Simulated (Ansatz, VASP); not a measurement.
# PtS2: VASP beside Ansatz

Aim: how closely do two programs agree when they are given the same cell, functional and k mesh? The cell is taken from a series of runs on this material, whose earlier steps may have relaxed, scaled, displaced or heated it; both programs get it as it stands.

Program: Ansatz 0.2.0. Level of theory: plane waves, with VASP 6.6.1 beside it; dielectric response at LDA. Results are calculated unless marked as measured.

## (1) Set-up

The structure is trigonal, space group P-3m1 (No. 164). The conventional cell has a = 3.549 Å, b = 3.549 Å, c = 5.597 Å, α = 90.00°, β = 90.00°, γ = 120.00°. Nearest to Pt lie 6 S at 2.39 Å. S has 3 Pt at 2.39 Å nearest. Farther neighbours and most contacts between anions are not listed.

## (2) VASP: dielectric response, LDA

The response to a field tests empty states and converges slowly with the mesh.

Lines of VASP's logs that name or quote its potential files are left out, and so is its time.

Input file INCAR:

```
SYSTEM = PtS2
PREC = Accurate
ENCUT = 400
EDIFF = 1E-08
NELM = 120
ISMEAR = 0
SIGMA = 0.01
LREAL = .FALSE.
ALGO = Normal
GGA = PW92
NBANDS = 17
LASPH = .TRUE.
LORBIT = 11
LWAVE = .FALSE.
LCHARG = .FALSE.
ISIF = 2
LEPSILON = .TRUE.
GGA_COMPAT = .FALSE.
```

Input file POSCAR:

```
PtS2
1.0
    3.5487421893      0.0000000000      0.0000000000
   -1.7743710947      3.0733008875      0.0000000000
    0.0000000000      0.0000000000      5.5970665400
Pt S
1 2
Direct
    0.0000000000      0.0000000000      0.0000000000
    0.6666666667      0.3333333333      0.7796640600
    0.3333333333      0.6666666667      0.2203359400
```

Input file KPOINTS:

```
Automatic mesh
0
Gamma
6 6 4
0 0 0
```

PAW data sets: Pt and S (LDA family, release 64).

Started as:

```console
mpirun -np 1 vasp_std
```

Numbers of over 12 decimals in the logs are rounded to 6 here.

What it wrote:

```text
[banner, memory and clock lines left out]
running    1 mpi-ranks, on    1 nodes
 distrk:  each k-point on    1 cores,    1 groups
 distr:  one band on    1 cores,    1 groups

 POSCAR found type information on POSCAR PtS
 POSCAR found :  2 types and       3 ions
|                                                                             |
|               ----> ADVICE to this user running VASP <----                  |
|                                                                             |
|     You enforced a specific xc type in the INCAR file but a different       |
|     [... a line on the potential file left out ...]
|     I HOPE YOU KNOW WHAT YOU ARE DOING!                                     |
|                                                                             |

 LDA part: xc-table for (Slater(with rela. corr.)+PW92), standard interpolation
 POSCAR, INCAR and KPOINTS ok, starting setup
 FFT: planning ... GRIDC
 FFT: planning ... GRID_SOFT
 FFT: planning ... GRID
 WAVECAR not read
 entering main loop
       N       E                     dE             d eps       ncg     rms          rms(c)
DAV:   1     0.906856735981E+02    0.90686E+02   -0.89635E+03   864   0.913E+02
DAV:   2    -0.151458073703E+02   -0.10583E+03   -0.10239E+03  1016   0.204E+02
DAV:   3    -0.193988983684E+02   -0.42531E+01   -0.42286E+01  1059   0.423E+01
DAV:   4    -0.194448837106E+02   -0.45985E-01   -0.45967E-01  1069   0.480E+00
DAV:   5    -0.194457717371E+02   -0.88803E-03   -0.88797E-03  1072   0.644E-01    0.176E+01
DAV:   6    -0.183633575175E+02    0.10824E+01   -0.66668E+00   834   0.247E+01    0.111E+01
DAV:   7    -0.181114263412E+02    0.25193E+00   -0.12922E+00   830   0.115E+01    0.538E+00
DAV:   8    -0.180798687517E+02    0.31558E-01   -0.78966E-02   947   0.202E+00    0.107E+00
DAV:   9    -0.180752062357E+02    0.46625E-02   -0.10586E-02   961   0.104E+00    0.268E-01
DAV:  10    -0.180752345941E+02   -0.28358E-04   -0.18286E-03   972   0.273E-01    0.932E-02
DAV:  11    -0.180752362447E+02   -0.16507E-05   -0.77623E-05  1064   0.748E-02    0.488E-02
DAV:  12    -0.180752344636E+02    0.17812E-05   -0.83039E-06  1018   0.255E-02    0.144E-02
DAV:  13    -0.180752342760E+02    0.18758E-06   -0.13995E-06  1052   0.879E-03    0.296E-03
DAV:  14    -0.180752342542E+02    0.21836E-07   -0.19082E-07   987   0.345E-03    0.200E-03
DAV:  15    -0.180752342527E+02    0.15064E-08   -0.13850E-08   665   0.925E-04
   1 F= -.18075234E+02 E0= -.18075234E+02  d E =-.648594E-19
 Linear response reoptimize wavefunctions to high precision
DAV:   1    -0.180752342519E+02    0.73442E-09   -0.37933E-09   848   0.482E-04
DAV:   2    -0.180752342519E+02    0.38654E-11   -0.24880E-10   499   0.111E-04
 Linear response G [H, r] |phi>, progress :
  Direction:   1
       N       E                     dE             d eps       ncg     rms
RMM:   1    -0.118815388404E+03   -0.11882E+03   -0.15183E+02  2156   0.825E+01
RMM:   2    -0.946039164607E+02    0.24211E+02   -0.10399E+01  1401   0.208E+01
RMM:   3    -0.947155736174E+02   -0.11166E+00   -0.20843E-01  1378   0.282E+00
RMM:   4    -0.947202978167E+02   -0.47242E-02   -0.36602E-03  1426   0.431E-01
RMM:   5    -0.947203823210E+02   -0.84504E-04    0.59887E-04  1448   0.814E-02
RMM:   6    -0.947203837090E+02   -0.13881E-05    0.82523E-04  1455   0.191E-02
RMM:   7    -0.947203834268E+02    0.28218E-06    0.85411E-04  1469   0.773E-03
RMM:   8    -0.947203834519E+02   -0.25064E-07    0.95713E-04  1474   0.563E-03
RMM:   9    -0.947203826377E+02    0.81414E-06    0.11676E-03  1403   0.524E-03
RMM:  10    -0.947204183603E+02   -0.35723E-04    0.24102E-04  1258   0.519E-03
RMM:  11    -0.947204164818E+02    0.18785E-05   -0.19741E-04  1224   0.513E-03
 Linear response G [H, r] |phi>, progress :
  Direction:   2
       N       E                     dE             d eps       ncg     rms
RMM:   1    -0.121782393463E+03   -0.12178E+03   -0.17570E+02  2151   0.830E+01
RMM:   2    -0.926443609198E+02    0.29138E+02   -0.10978E+01  1377   0.213E+01
RMM:   3    -0.927607542466E+02   -0.11639E+00   -0.21231E-01  1366   0.289E+00
RMM:   4    -0.927651071807E+02   -0.43529E-02   -0.50926E-03  1419   0.449E-01
RMM:   5    -0.927651987418E+02   -0.91561E-04   -0.51408E-04  1437   0.847E-02
RMM:   6    -0.927652056060E+02   -0.68642E-05   -0.32469E-04  1449   0.196E-02
RMM:   7    -0.927652055340E+02    0.72029E-07   -0.30511E-04  1457   0.762E-03
RMM:   8    -0.927652054731E+02    0.60886E-07   -0.25605E-04  1478   0.542E-03
RMM:   9    -0.927652024582E+02    0.30149E-05   -0.18985E-04  1406   0.502E-03
RMM:  10    -0.927651985470E+02    0.39112E-05   -0.20952E-04  1243   0.497E-03
RMM:  11    -0.927651980304E+02    0.51663E-06   -0.35069E-04  1223   0.492E-03
RMM:  12    -0.927651985412E+02   -0.51080E-06   -0.86740E-04  1192   0.489E-03
 Linear response G [H, r] |phi>, progress :
  Direction:   3
       N       E                     dE             d eps       ncg     rms
RMM:   1    -0.993197824910E+02   -0.99320E+02    0.57889E+01  1945   0.811E+01
RMM:   2    -0.939847302965E+02    0.53351E+01   -0.75346E+00  1364   0.185E+01
RMM:   3    -0.941104301675E+02   -0.12570E+00   -0.18617E-01  1379   0.263E+00
RMM:   4    -0.941149383990E+02   -0.45082E-02   -0.50132E-03  1416   0.431E-01
RMM:   5    -0.941150448848E+02   -0.10649E-03   -0.23272E-04  1443   0.827E-02
[...]
RMM:   9    -0.244047284361E+01    0.11621E-07    0.74933E-06   935   0.350E-04
RMM:  10    -0.244047286674E+01   -0.23137E-07    0.15498E-06   877   0.350E-04
RMM:  11    -0.244047284398E+01    0.22765E-07   -0.40448E-06   845   0.348E-04
 change of polarisation eV/A/(eV/A) component  2 :     0.187     4.881    -0.236
 dielectric tensor                  component  2 :     0.556    15.469    -0.700
 Linear response to external field (no local field effect), progress :
  Direction:   3
       N       E                     dE             d eps       ncg     rms          rms(c)
RMM:   1    -0.152812240427E+01   -0.15281E+01   -0.88775E+00  1726   0.544E+00
RMM:   2    -0.171658332399E+01   -0.18846E+00   -0.43788E-02  1379   0.112E+00
RMM:   3    -0.171788886661E+01   -0.13055E-02   -0.13647E-03  1376   0.152E-01
RMM:   4    -0.171793887927E+01   -0.50013E-04   -0.42293E-05  1425   0.279E-02
RMM:   5    -0.171793995921E+01   -0.10799E-05   -0.28059E-06  1424   0.523E-03
RMM:   6    -0.171794000526E+01   -0.46051E-07   -0.26303E-07  1403   0.125E-03
RMM:   7    -0.171794000202E+01    0.32401E-08   -0.12966E-07  1162   0.466E-04
RMM:   8    -0.171793999926E+01    0.27564E-08   -0.14682E-07   987   0.339E-04
RMM:   9    -0.171793999863E+01    0.63469E-09   -0.16145E-07   944   0.324E-04
RMM:  10    -0.171793999608E+01    0.25507E-08   -0.17305E-07   866   0.322E-04
RMM:  11    -0.171793999712E+01   -0.10390E-08   -0.11428E-06   811   0.322E-04
 change of polarisation eV/A/(eV/A) component  3 :     0.064    -0.236     3.436
 dielectric tensor                  component  3 :     0.190    -0.700    11.185
 Linear response to external field, progress :
  Direction:   1
       N       E                     dE             d eps       ncg     rms          rms(c)
RMM:   1    -0.271570423461E+01   -0.27157E+01   -0.18501E+01  3441   0.616E+00
RMM:   2    -0.287746459796E+01   -0.16176E+00   -0.70299E-02  2691   0.120E+00    0.358E+00
RMM:   3    -0.271288679984E+01    0.16458E+00   -0.13198E-01  2690   0.191E+00    0.179E+00
RMM:   4    -0.277583924861E+01   -0.62952E-01   -0.97425E-02  2701   0.169E+00    0.273E-01
RMM:   5    -0.279177656040E+01   -0.15937E-01   -0.31342E-03  2743   0.367E-01    0.494E-02
RMM:   6    -0.279327440004E+01   -0.14978E-02   -0.64118E-05  2814   0.565E-02    0.338E-02
RMM:   7    -0.279416887053E+01   -0.89447E-03   -0.15118E-05  2774   0.224E-02    0.637E-03
RMM:   8    -0.279450644363E+01   -0.33757E-03    0.16797E-05  2846   0.720E-03    0.249E-03
RMM:   9    -0.279468094053E+01   -0.17450E-03    0.20939E-05  2863   0.340E-03    0.139E-03
RMM:  10    -0.279467656339E+01    0.43771E-05    0.84974E-06  2924   0.112E-03    0.374E-04
RMM:  11    -0.279466849352E+01    0.80699E-05    0.57180E-06  2888   0.634E-04    0.603E-05
RMM:  12    -0.279466542389E+01    0.30696E-05    0.33361E-06  2884   0.397E-04    0.451E-05
RMM:  13    -0.279466655330E+01   -0.11294E-05    0.28501E-06  2033   0.316E-04    0.146E-05
RMM:  14    -0.279466685934E+01   -0.30604E-06    0.16473E-06  1844   0.309E-04    0.239E-06
 change of polarisation eV/A/(eV/A) component  1 :     5.231     0.168     0.190
 dielectric tensor                  component  1 :    16.506     0.497     0.564
 Linear response to external field, progress :
  Direction:   2
       N       E                     dE             d eps       ncg     rms          rms(c)
RMM:   1    -0.269442843329E+01   -0.26944E+01   -0.18289E+01  3448   0.618E+00
RMM:   2    -0.287729193038E+01   -0.18286E+00   -0.70325E-02  2702   0.122E+00    0.358E+00
RMM:   3    -0.271282858925E+01    0.16446E+00   -0.13218E-01  2709   0.191E+00    0.179E+00
RMM:   4    -0.277579258555E+01   -0.62964E-01   -0.97432E-02  2708   0.170E+00    0.273E-01
RMM:   5    -0.279177204793E+01   -0.15979E-01   -0.31548E-03  2758   0.367E-01    0.496E-02
RMM:   6    -0.279326570809E+01   -0.14937E-02   -0.66500E-05  2835   0.569E-02    0.342E-02
RMM:   7    -0.279411395542E+01   -0.84825E-03   -0.23557E-05  2780   0.223E-02    0.744E-03
RMM:   8    -0.279450298216E+01   -0.38903E-03   -0.20552E-05  2861   0.787E-03    0.248E-03
RMM:   9    -0.279467230949E+01   -0.16933E-03   -0.22094E-05  2878   0.330E-03    0.143E-03
RMM:  10    -0.279467657111E+01   -0.42616E-05   -0.85469E-06  2928   0.121E-03    0.400E-04
RMM:  11    -0.279466908638E+01    0.74847E-05   -0.60409E-07  2914   0.576E-04    0.151E-04
RMM:  12    -0.279466506286E+01    0.40235E-05   -0.55234E-07  2936   0.487E-04    0.468E-05
RMM:  13    -0.279466522172E+01   -0.15886E-06    0.11221E-07  2266   0.336E-04    0.325E-05
RMM:  14    -0.279466614464E+01   -0.92292E-06    0.61131E-07  1927   0.321E-04    0.408E-06
 change of polarisation eV/A/(eV/A) component  2 :     0.164     5.231    -0.000
 dielectric tensor                  component  2 :     0.486    16.506    -0.000
 Linear response to external field, progress :
  Direction:   3
       N       E                     dE             d eps       ncg     rms          rms(c)
RMM:   1    -0.152812240428E+01   -0.15281E+01   -0.88775E+00  1726   0.544E+00
RMM:   2    -0.171658821785E+01   -0.18847E+00   -0.43837E-02  1379   0.112E+00    0.390E+00
RMM:   3    -0.112608622624E+01    0.59050E+00   -0.15955E+00  1400   0.527E+00    0.201E+00
RMM:   4    -0.103433427398E+01    0.91752E-01   -0.15565E-01  1309   0.182E+00    0.726E-01
RMM:   5    -0.104383970954E+01   -0.95054E-02   -0.25910E-02  1349   0.742E-01    0.293E-01
RMM:   6    -0.104840342276E+01   -0.45637E-02   -0.53928E-04  1411   0.152E-01    0.181E-01
RMM:   7    -0.105291554863E+01   -0.45121E-02   -0.35014E-04  1367   0.924E-02    0.361E-02
RMM:   8    -0.105228815460E+01    0.62739E-03    0.69181E-05  1407   0.223E-02    0.176E-02
RMM:   9    -0.105249635147E+01   -0.20820E-03   -0.57020E-05  1421   0.935E-03    0.554E-03
RMM:  10    -0.105248429941E+01    0.12052E-04    0.42896E-05  1457   0.200E-03    0.375E-03
RMM:  11    -0.105249372390E+01   -0.94245E-05   -0.27733E-05  1466   0.606E-04    0.242E-03
RMM:  12    -0.105250166393E+01   -0.79400E-05    0.75213E-06  1421   0.620E-04    0.354E-04
RMM:  13    -0.105250226403E+01   -0.60010E-06    0.18714E-06  1327   0.290E-04    0.159E-04
RMM:  14    -0.105250159557E+01    0.66846E-06   -0.83578E-07  1060   0.243E-04    0.502E-05
RMM:  15    -0.105250149713E+01    0.98445E-07    0.62897E-07  1015   0.239E-04    0.675E-06
 change of polarisation eV/A/(eV/A) component  3 :    -0.057    -0.191     2.016
 dielectric tensor                  component  3 :    -0.170    -0.567     6.975
 Born effective charges drift removed
```

Parts of OUTCAR (step 2):

```text
ion  position               nearest neighbor table
   1  0.000  0.000  0.000-   2 2.39   3 2.39   2 2.39   3 2.39   2 2.39   3 2.39
   2  0.667  0.333  0.780-   1 2.39   1 2.39   1 2.39
   3  0.333  0.667  0.220-   1 2.39   1 2.39   1 2.39

  LATTYP: Found a hexagonal cell.
 ALAT       =     3.5487421893
 C/A-ratio  =     1.5771972833

 Subroutine GETGRP returns: Found 12 space group operations
 (whereof 12 operations were pure point group operations)

The static configuration has the point symmetry D_3d.

 Found     24 irreducible k-points:

   k-points           NKPTS =     24   k-points in BZ     NKDIM =     24   number of bands    NBANDS=     17

   dimension x,y,z NGX =    24 NGY =   24 NGZ =   40
   dimension x,y,z NGXF=    48 NGYF=   48 NGZF=   80

   ENCUT  =  400.0 eV  29.40 Ry    5.42 a.u.   5.79  5.79  9.13*2*pi/ulx,y,z

   NELECT =      22.0000    total number of electrons

 k-points in reciprocal lattice and weights: Automatic mesh
   0.00000000  0.00000000  0.00000000       0.007
   0.16666667  0.00000000  0.00000000       0.042
   0.33333333  0.00000000  0.00000000       0.042
   0.50000000  0.00000000  0.00000000       0.021
   0.16666667  0.16666667  0.00000000       0.042
   0.33333333  0.16666667  0.00000000       0.083
   0.33333333  0.33333333  0.00000000       0.014
   0.00000000  0.00000000  0.25000000       0.014
   0.16666667  0.00000000  0.25000000       0.042
[...]
0.33333333  0.16666667  0.50000000       0.083
   0.33333333  0.33333333  0.50000000       0.014

 average (electrostatic) potential at core
       1 -69.7410       2 -87.1289       3 -87.1289

  Total       -1.7660244     -1.7660244     -1.7967724      0.0000000      0.0000000      0.0000000
  in kB      -46.3518711    -46.3518711    -47.1588985      0.0000000      0.0000000      0.0000000
  external PRESSURE =     -46.6208802 kB  Pullay stress =       0.0000000 kB

  energy-cutoff  :      400.00
  volume of cell :       61.04
      direct lattice vectors                 reciprocal lattice vectors
     3.548742189  0.000000000  0.000000000     0.281789983  0.162691522  0.000000000
    -1.774371095  3.073300887  0.000000000     0.000000000  0.325383045  0.000000000
     0.000000000  0.000000000  5.597066540     0.000000000  0.000000000  0.178665019

 POSITION                                       TOTAL-FORCE (eV/Angst)
 -----------------------------------------------------------------------------------
      0.00000      0.00000      0.00000        -0.000000      0.000000      0.000000
      1.77437      1.02443      4.36383         0.000000      0.000000      0.443566
     -0.00000      2.04887      1.23323        -0.000000     -0.000000     -0.443566
 -----------------------------------------------------------------------------------
    total drift:                                0.000000      0.000000     -0.000000

 MACROSCOPIC STATIC DIELECTRIC TENSOR (including local field effects in DFT)
 ------------------------------------------------------
          16.505721    -0.000000    -0.000000
          -0.000000    16.505721     0.000000
           0.000000     0.000000     6.974769
 ------------------------------------------------------

 PIEZOELECTRIC TENSOR (including local field effects)  for field in x, y, z        (C/m^2)
          XX          YY          ZZ          XY          YZ          ZX
  --------------------------------------------------------------------------------
  x     0.00000     0.00000     0.00000     0.00000     0.00000     0.00000
  y     0.00000     0.00000     0.00000     0.00000     0.00000     0.00000
  z     0.00000     0.00000     0.00000     0.00000     0.00000     0.00000

 BORN EFFECTIVE CHARGES (including local field effects) (in |e|, cummulative output)
 ---------------------------------------------------------------------------------
 ion    1
    1     2.76176    -0.00000    -0.00000
    2    -0.00000     2.76176     0.00000
    3     0.00000     0.00000    -0.16989
 ion    2
    1    -1.38088     0.00000    -0.00000
    2     0.00000    -1.38088     0.00000
    3    -0.00000    -0.00000     0.08494
 ion    3
    1    -1.38088     0.00000    -0.00000
    2     0.00000    -1.38088     0.00000
    3    -0.00000    -0.00000     0.08494
```

The gap is read on the k-mesh alone, so it is an upper bound where the band edges lie off the mesh. Energies printed during the response cycles are not total energies of the cell. The dielectric response converges more slowly with the mesh than energies do, so tensor and charges may still move on a finer one.

(Continued in part 2 of 2.)

[Lines on the potential files, build, host, timing and source positions are cut from VASP's logs without a mark.]

[Logs are printed without paths, hosts, clocks, repeated set-up lines and the standing remarks that a program may print on its own settings, such as how far it seeks lower states.]

[Hosts, paths, dates, database ids (printed as entryN), source tags and the programs' standing remarks are cut or masked in the printed files.]
